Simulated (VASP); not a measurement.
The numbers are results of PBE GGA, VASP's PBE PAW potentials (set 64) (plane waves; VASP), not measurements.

VASP ran on this input.

**POSCAR**
```
V
1
   -2.3664030000     2.3664030000     1.2911380000
    2.3664030000    -2.3664030000     1.2911380000
    2.3664030000     2.3664030000    -1.2911380000
V
2
Direct
  0.7500000000   0.2500000000   0.5000000000
  0.0000000000   0.0000000000   0.0000000000
```

File KPOINTS:
```
Automatic mesh
0
Gamma
14 14 14
0 0 0
```

INCAR:
```
SYSTEM = V
PREC = Accurate
ENCUT = 400
EDIFF = 1E-5
NELM = 100
ALGO = Normal
LREAL = .FALSE.
LASPH = .TRUE.
ISMEAR = 1
SIGMA = 0.1
GGA = PE
LMAXMIX = 4
ISPIN = 2
MAGMOM = 2.0 2.0
LORBIT = 10
LWAVE = .FALSE.
LCHARG = .FALSE.
ISIF = 2
```

POTCAR, in this order: V_sv (PBE.64 set). Program: vasp_std.

Q: What does the run give for the energy per atom (σ→0), cell moment, pressure, band gap (on the k-mesh)?

A: 
```json
{
 "energy per atom (σ→0)": "-821.3 kJ/mol-atom",
 "cell_moment": "0.00 μB",
 "band gap (on the k-mesh)": "none (metal, semimetal or under 0.01 eV)",
 "pressure": "-59.8 kbar"
}
```

### OSZICAR
```
...
DAV:   7    -0.169954538069E+02   -0.12785E+00   -0.52787E-01 20364   0.656E+00    0.387E+00
DAV:   8    -0.170205104075E+02   -0.25057E-01   -0.17928E-02 20102   0.161E+00    0.142E+00
DAV:   9    -0.170234271932E+02   -0.29168E-02   -0.12979E-02 19481   0.119E+00    0.533E-01
DAV:  10    -0.170244602026E+02   -0.10330E-02   -0.24818E-03 21311   0.487E-01    0.157E-01
DAV:  11    -0.170248001871E+02   -0.33998E-03   -0.28905E-04 19587   0.160E-01    0.713E-02
DAV:  12    -0.170248339046E+02   -0.33718E-04   -0.72308E-05 15820   0.638E-02    0.164E-02
DAV:  13    -0.170248346638E+02   -0.75923E-06   -0.65921E-06  9436   0.252E-02
   1 F= -.17024835E+02 E0= -.17025014E+02  d E =0.537723E-03  mag=     0.0015
```

The structure was generated: V was put into the beta-Sn type (I4_1/amd), which need not be its known phase. The cell was not relaxed at this level. The run is one of a series of settings (EDIFF = 1E-5 against the base run), some of them coarse on purpose.
